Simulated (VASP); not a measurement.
An input for Quantum ESPRESSO's pw.x (written as the equivalent of a VASP run, and not itself run):

```
&CONTROL
  calculation = 'scf'
  pseudo_dir = './pseudo'
  outdir = './out'
  tprnfor = .true.
  tstress = .true.
/
&SYSTEM
  ibrav = 0
  nat = 2
  ntyp = 2
  ecutwfc = 84
  occupations = 'tetrahedra'
  input_dft = 'rpbe'
/
&ELECTRONS
  conv_thr = 7.3e-09
  electron_maxstep = 100
/
ATOMIC_SPECIES
  B 10.810 B.upf
  As 74.922 As.upf
CELL_PARAMETERS angstrom
     0.0000000    2.4235950    2.4235950
     2.4235950    0.0000000    2.4235950
     2.4235950    2.4235950    0.0000000
ATOMIC_POSITIONS crystal
  B    0.0000000  0.0000000  0.0000000
  As   0.2500000  0.2500000  0.2500000
K_POINTS automatic
  11 11 11 0 0 0
```

Question: Translate this input to VASP (INCAR, KPOINTS, POSCAR, choice of POTCAR).

Answer: Several could match; the one computed here: 
**POSCAR**
```
BAs
1
    0.0000000000     2.4235950113     2.4235950113
    2.4235950113     0.0000000000     2.4235950113
    2.4235950113     2.4235950113     0.0000000000
B As
1 1
Direct
  0.0000000000   0.0000000000   0.0000000000
  0.2500000000   0.2500000000   0.2500000000
```

KPOINTS:
```
Automatic mesh
0
Gamma
11 11 11
0 0 0
```

**INCAR**
```
ISIF  =  2   ! forces and stress, cell fixed
EDIFF  =  1E-7   ! SCF stop (eV)
ISMEAR  =  -5
SYSTEM  =  BAs
LREAL  =  .False.   ! projection in real space or not
NELM  =  100   ! most electronic steps
LORBIT  =  11
LCHARG  =  .True.
LWAVE  =  .False.
NEDOS  =  601   ! DOS grid
LASPH  =  .True.
ALGO  =  Normal   ! blocked Davidson
LMAXMIX  =  4   ! l cut-off of mixed one-centre charges
GGA  =  RP
ENCUT  =  520   ! plane-wave cut-off (eV)
PREC  =  Accurate
```

POTCAR, in this order: B As (PBE.64 set). Program: vasp_std.

The two are equivalent in intent, not identical: the potentials are each code's own (VASP's PAW set, PseudoDojo norm-conserving files in pw.x), so ENCUT and ecutwfc are chosen apart and not converted; conv_thr bounds pw.x's estimated SCF error, while EDIFF bounds the energy change between steps.

The compound is BAs in the zinc blende structure. It was relaxed first.
